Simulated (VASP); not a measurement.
Here is the system:

```yaml
crystal:
  lattice:
    - [3.91270, 0.00000, 0.00000]
    - [0.00000, 3.91270, 0.00000]
    - [0.00000, 0.00000, 3.91270]
  atoms:
    - { symbol: Sr, position: [0.00000, 0.00000, 0.00000] }
    - { symbol: Ti, position: [0.50000, 0.50000, 0.50000] }
    - { symbol: O, position: [0.50000, 0.00000, 0.50000] }
    - { symbol: O, position: [0.00000, 0.50000, 0.50000] }
    - { symbol: O, position: [0.50000, 0.50000, 0.00000] }
```

All values below come from G0W0 on PBE orbitals, VASP's PBE PAW potentials (set 64) (plane waves; VASP 6.6.1). Settings: PREC = Normal, 500 eV cut-off, 4×4×4 Γ-centred mesh, Gaussian smearing of 0.010 eV, potentials Sr_sv_GW Ti_sv_GW O_GW_new.

The mesh is coarse and the basis finite, so the quasiparticle values are not converged.

NBANDS = 220, ENCUTGW = 170 eV, NOMEGA = 64. The PBE levels (eV) that the step starts from are:

| state | KS energy | filling |
|---|---|---|
| k1 (0.00, 0.00, 0.00), band 17 | 4.39 | 2 |
| k1 (0.00, 0.00, 0.00), band 18 | 5.21 | 2 |
| k1 (0.00, 0.00, 0.00), band 19 | 5.21 | 2 |
| k1 (0.00, 0.00, 0.00), band 20 | 5.21 | 2 |
| k1 (0.00, 0.00, 0.00), band 21 | 7.40 | 0 |
| k1 (0.00, 0.00, 0.00), band 22 | 7.40 | 0 |
| k1 (0.00, 0.00, 0.00), band 23 | 7.40 | 0 |
| k1 (0.00, 0.00, 0.00), band 24 | 9.83 | 0 |
| k5 (0.50, 0.25, 0.00), band 17 | 3.69 | 2 |
| k5 (0.50, 0.25, 0.00), band 18 | 4.10 | 2 |
| k5 (0.50, 0.25, 0.00), band 19 | 4.24 | 2 |
| k5 (0.50, 0.25, 0.00), band 20 | 4.92 | 2 |
| k5 (0.50, 0.25, 0.00), band 21 | 8.51 | 0 |
| k5 (0.50, 0.25, 0.00), band 22 | 9.31 | 0 |
| k5 (0.50, 0.25, 0.00), band 23 | 9.43 | 0 |
| k5 (0.50, 0.25, 0.00), band 24 | 10.58 | 0 |
| k7 (0.25, 0.25, 0.25), band 17 | 2.77 | 2 |
| k7 (0.25, 0.25, 0.25), band 18 | 4.64 | 2 |
| k7 (0.25, 0.25, 0.25), band 19 | 4.64 | 2 |
| k7 (0.25, 0.25, 0.25), band 20 | 4.94 | 2 |
| k7 (0.25, 0.25, 0.25), band 21 | 8.88 | 0 |
| k7 (0.25, 0.25, 0.25), band 22 | 8.94 | 0 |
| k7 (0.25, 0.25, 0.25), band 23 | 8.94 | 0 |
| k7 (0.25, 0.25, 0.25), band 24 | 11.99 | 0 |

**Question.** Give the quasiparticle energies and renormalisation factors Z.

**Answer.** 
```csv
state,QP energy (eV),Z
"k1 (0.00, 0.00, 0.00), band 17",3.87,0.71
"k1 (0.00, 0.00, 0.00), band 18",4.77,0.73
"k1 (0.00, 0.00, 0.00), band 19",4.77,0.73
"k1 (0.00, 0.00, 0.00), band 20",4.77,0.73
"k1 (0.00, 0.00, 0.00), band 21",8.67,0.73
"k1 (0.00, 0.00, 0.00), band 22",8.67,0.73
"k1 (0.00, 0.00, 0.00), band 23",8.67,0.73
"k1 (0.00, 0.00, 0.00), band 24",11.47,0.72
"k5 (0.50, 0.25, 0.00), band 17",3.09,0.71
"k5 (0.50, 0.25, 0.00), band 18",3.58,0.71
"k5 (0.50, 0.25, 0.00), band 19",3.75,0.72
"k5 (0.50, 0.25, 0.00), band 20",4.44,0.71
"k5 (0.50, 0.25, 0.00), band 21",9.82,0.71
"k5 (0.50, 0.25, 0.00), band 22",10.66,0.69
"k5 (0.50, 0.25, 0.00), band 23",10.78,0.69
"k5 (0.50, 0.25, 0.00), band 24",12.16,0.71
"k7 (0.25, 0.25, 0.25), band 17",2.19,0.71
"k7 (0.25, 0.25, 0.25), band 18",4.15,0.71
"k7 (0.25, 0.25, 0.25), band 19",4.15,0.71
"k7 (0.25, 0.25, 0.25), band 20",4.45,0.71
"k7 (0.25, 0.25, 0.25), band 21",10.20,0.70
"k7 (0.25, 0.25, 0.25), band 22",10.25,0.70
"k7 (0.25, 0.25, 0.25), band 23",10.25,0.70
"k7 (0.25, 0.25, 0.25), band 24",13.50,0.70
```
On the mesh the gap opens from 1.85 to 3.55 eV.

The structure comes from a computed database's SrTiO3 entry (Pm-3m); how it stands against other phases isn't given here. The cell was not relaxed at this level.
